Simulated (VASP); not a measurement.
BeCd2S3:

```
Be Cd S
1.0
     3.83477    0.00000    0.00000
     0.00000    3.83477    0.00000
     0.00000    0.00000    8.45988
Be Cd S
1 2 3
Direct
  0.50000 0.50000 0.00000
  0.50000 0.00000 0.73919
  0.00000 0.50000 0.26081
  0.50000 0.00000 0.38377
  0.00000 0.50000 0.61623
  0.00000 0.00000 0.00000
```

The cell was built by a generator and needn't be a form met in nature.

- Program: VASP 6.6.1
- Task: relaxation of cell and atoms
- Functional: PBE
- Potentials or basis: VASP PAW PBE potentials, release 64 (Be, Cd, S)
- Cutoff: 520 eV
- k mesh: 4 × 4 × 2
- Occupations: gaussian, width 0.15 eV
- Spin: no spin polarisation

At the start: pressure -6.8 GPa; volume 20.73 Å³/atom.

How do energy, volume and symmetry change on relaxing?

Over 17 steps the energy falls by 296.0 meV/atom and the volume is 22.77 Å³/atom (+9.8 %); space group P-4m2 (No. 115, to 0.05 Å).

Step by step:
| step | energy change (eV) | largest force (eV/Å) | pressure (GPa) | volume (Å³) |
| --- | --- | --- | --- | --- |
| 1 | 0.0000 | 1.2241 | -6.78 | 124.41 |
| 2 | -0.7266 | 1.0144 | 0.45 | 109.18 |
| 3 | -0.7642 | 0.8947 | 4.10 | 105.07 |
| 4 | -1.1630 | 0.5380 | 5.04 | 105.92 |
| 5 | -1.3121 | 0.0602 | 8.32 | 106.57 |
| 6 | -1.6110 | 0.0683 | 4.07 | 116.01 |
| 7 | -1.6786 | 0.3334 | -2.18 | 130.95 |
| 8 | -1.6922 | 0.3213 | -1.31 | 127.79 |
| 9 | -1.6937 | 0.2945 | -1.02 | 126.49 |
| 10 | -1.6929 | 0.2744 | -0.63 | 125.25 |
| 11 | -1.6936 | 0.2774 | -0.70 | 125.85 |
| 12 | -1.7116 | 0.2397 | -0.41 | 126.53 |
| 13 | -1.7466 | 0.1507 | 0.62 | 128.53 |
| 14 | -1.7128 | 0.1091 | 3.07 | 132.34 |
| 15 | -1.7537 | 0.1017 | 1.09 | 129.58 |
| 16 | -1.7641 | 0.0834 | 0.96 | 131.32 |
| 17 | -1.7757 | 0.0678 | -0.31 | 136.60 |

Final structure:
```yaml
crystal:
  lattice:
    - [3.53332, 0.00000, 0.00000]
    - [0.00000, 3.53332, 0.00000]
    - [0.00000, 0.00000, 10.94142]
  atoms:
    - { symbol: Be, position: [0.50000, 0.50000, 0.00000] }
    - { symbol: Cd, position: [0.50000, 0.00000, 0.68625] }
    - { symbol: Cd, position: [0.00000, 0.50000, 0.31375] }
    - { symbol: S, position: [0.50000, 0.00000, 0.34392] }
    - { symbol: S, position: [0.00000, 0.50000, 0.65608] }
    - { symbol: S, position: [0.00000, 0.00000, 0.00000] }
```

Caveat: the k mesh is coarse (spacing up to 0.41 Å⁻¹), so the values aren't converged.
